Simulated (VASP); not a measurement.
**Ga2GeSe2: relaxation of cell and atoms with PBE**

The system is Ga2GeSe2.

```xyz
5
Lattice="4.3881 0.0000 0.0000 -2.1941 3.8002 0.0000 0.0000 0.0000 7.1736" Properties=species:S:1:pos:R:3 pbc="T T T"
Ga    0.0000    0.0000    1.4196
Ga    0.0000    0.0000    5.7540
Ge    0.0000    0.0000    3.5868
Se    0.0000    2.5335    3.5868
Se    2.1941    1.2667    3.5868
```

The cell was built by a generator and needn't be a form met in nature.

| Quantity | Value |
| --- | --- |
| Program | VASP 6.6.1 |
| Task | relaxation of cell and atoms |
| Functional | PBE |
| Potentials or basis | VASP PAW PBE potentials, release 64 (Ga_d, Ge_d, Se) |
| Cutoff | 520 eV |
| k mesh | 4 × 4 × 2 |
| Occupations | gaussian, width 0.15 eV |
| Spin | no spin polarisation |
| Further INCAR settings | PREC = Normal; ALGO = Fast; EDIFF = 0.0001; IBRION = 2; EDIFFG = -0.08; NSW = 24; ISIF = 3 |

```
Relaxed volume                         : 33.96 Å³/atom
Relaxed cell                           : a = 5.078 Å, b = 5.078 Å, c = 7.604 Å, α = 90.00°, β = 90.00°, γ = 120.00°
Space group after relaxing (to 0.05 Å) : P6/mmm (No. 191)
Energy gained by relaxing              : 693.2 meV/atom
Ionic steps                            : 7
Pressure after relaxing                : 0.0 GPa
Largest force after relaxing           : 0.032 eV/Å
Band gap on the k mesh                 : none (metal or under the smearing width)
```

Forces in eV/Å, atoms in the order of the input:
```
Ga   0.000  0.000  0.032
Ga   0.000  0.000 -0.032
Ge   0.000  0.000  0.000
Se   0.000  0.000  0.000
Se   0.000  0.000  0.000
```

The path:
| step | energy change (eV) | largest force (eV/Å) | pressure (GPa) | volume (Å³) |
| --- | --- | --- | --- | --- |
| 1 | 0.0000 | 4.2451 | 25.06 | 119.63 |
| 2 | -2.9828 | 1.0432 | -3.23 | 196.59 |
| 3 | -3.3908 | 0.3139 | 0.35 | 167.41 |
| 4 | -3.3904 | 0.4770 | -0.36 | 170.27 |
| 5 | -3.3920 | 0.3502 | 0.29 | 169.06 |
| 6 | -3.4645 | 0.0878 | -0.04 | 169.73 |
| 7 | -3.4661 | 0.0322 | -0.02 | 169.82 |

Final structure:
```
CELL_PARAMETERS angstrom
5.07803 0.00000 0.00000
-2.53902 4.39770 0.00000
0.00000 0.00000 7.60429
ATOMIC_POSITIONS crystal
Ga 0.00000 0.00000 0.17999
Ga 0.00000 0.00000 0.82001
Ge 0.00000 0.00000 0.50000
Se 0.33333 0.66667 0.50000
Se 0.66667 0.33333 0.50000
```

Levels at points of the mesh, in eV from the Fermi level:
```tsv
k point	band 24	band 25	band 26	band 27	band 28	band 29
(0.00, 0.00, 0.00)	-2.83	-1.75	-0.06	1.68	1.75	1.75
(0.50, 0.00, 0.00)	-1.08	-1.07	0.04	0.97	0.97	1.81
(0.00, 0.00, 0.50)	-2.80	-2.76	-0.93	-0.07	1.14	1.14
(0.50, 0.00, 0.50)	-0.94	-0.85	-0.69	0.61	0.64	0.97
```

It took 2.1 min on 1 thread of Intel(R) Xeon(R) Platinum 8488C (Sapphire Rapids) (shared host), peak memory 0.17 GiB.

Caveat: the k mesh is coarse (spacing up to 0.44 Å⁻¹), so the values aren't converged; the volume moved by over 15 % at a fixed basis, so the end points are rough; the relaxation stopped at a loose force limit of 0.08 eV/Å, so its end isn't a converged minimum.
